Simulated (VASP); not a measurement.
Crystal: InGaO2.

```xyz
4
Lattice="3.7980 0.0000 0.0000 -1.8990 3.2891 0.0000 0.0000 0.0000 4.8092" Properties=species:S:1:pos:R:3 pbc="T T T"
In    1.8990    1.0964    2.4046
Ga    0.0000    2.1928    0.0000
O     0.0000    0.0000    1.2032
O     0.0000    0.0000    3.6060
```

The cell was built by a generator and needn't be a form met in nature.

```yaml
Program: VASP 6.6.1
Task: relaxation of cell and atoms
Functional: PBE
Potentials_or_basis: VASP PAW PBE potentials, release 64 (In_d, Ga_d, O)
Cutoff: 520 eV
k_mesh: 5 × 5 × 3
Occupations: gaussian, width 0.15 eV
Spin: no spin polarisation
```

At the start: pressure -4.7 GPa; volume 15.02 Å³/atom.

Task: Where does the relaxation end?

Result: Over 17 steps the energy falls by 514.0 meV/atom and the volume is 13.98 Å³/atom (-6.9 %); space group P-6m2 (No. 187, to 0.05 Å).

Step by step:
```
step  energy change (eV)  largest force (eV/Å)  pressure (GPa)  volume (Å³)
   1              0.0000                0.0915           -4.66        60.08
   2             -1.0281                0.3410           -0.42        56.06
   3             -0.0285                0.1734           43.03        42.13
   4             -1.4423                0.6730           10.56        50.94
   5             -1.6712                1.4535           -4.21        56.60
   6             -1.7142                1.3269           -0.78        55.04
   7             -1.9021                1.0687           -2.64        56.14
   8             -2.0182                0.5654           -3.52        57.23
   9             -1.8205                1.7630           -2.59        59.41
  10             -2.0368                0.2314           -3.25        57.61
  11             -2.0374                0.1287           -3.35        57.72
  12             -2.0091                0.6722            5.09        54.23
  13             -2.0533                0.1379           -0.58        56.41
  14             -2.0534                0.1598            0.27        56.31
  15             -2.0534                0.1462           -0.67        56.38
  16             -2.0534                0.1510           -0.17        56.34
  17             -2.0560                0.0130            0.01        55.93
```

Final structure:
```
In Ga O
1.0
     3.23192    0.00000    0.00000
    -1.61596    2.79892    0.00000
     0.00000    0.00000    6.18259
In Ga O
1 1 2
Direct
  0.66667 0.33333 0.50000
  0.33333 0.66667 0.00000
  0.00000 0.00000 0.29417
  0.00000 0.00000 0.70583
```

Caveat: the k mesh is coarse (spacing up to 0.44 Å⁻¹), so the values aren't converged.
